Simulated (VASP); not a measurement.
Here is the system:

```
CELL_PARAMETERS angstrom
      1.66036    -2.87584     0.00000
      1.66036     2.87584     0.00000
      0.00000     0.00000     5.16000
ATOMIC_POSITIONS crystal
  Sc 0.33333 0.66667 0.25000
  Sc 0.66667 0.33333 0.75000
```

All values below come from PBE GGA, VASP's PBE PAW potentials (set 64) (plane waves; VASP). Settings: 500 eV cut-off, 13×13×7 Γ-centred mesh, first-order Methfessel-Paxton smearing of 0.10 eV, potentials Sc_sv.

Energy and stress use the plane-wave basis of the starting cell.

### Question
The ions, cell shape and volume at an external pressure of 5.0 GPa are relaxed. Give the cell that the relaxation ends in.

### Answer

```
CELL_PARAMETERS angstrom
      1.62002    -2.80595     0.00000
      1.62002     2.80595     0.00000
      0.00000     0.00000     5.00442
ATOMIC_POSITIONS crystal
  Sc 0.33333 0.66667 0.25000
  Sc 0.66667 0.33333 0.75000
```
Space group P6_3/mmc (194), at a tolerance of 0.03 Å.

### Question
How do energy and volume change from the first to the last step?

### Answer
The energy (σ→0) changes by +27.7 meV/atom and the volume by -7.7 %, in 8 ionic steps.

The compound is Sc in the hcp structure. This run relaxes it under an external pressure of 5 GPa. Symmetry was kept, so distortions that lower it aren't found.
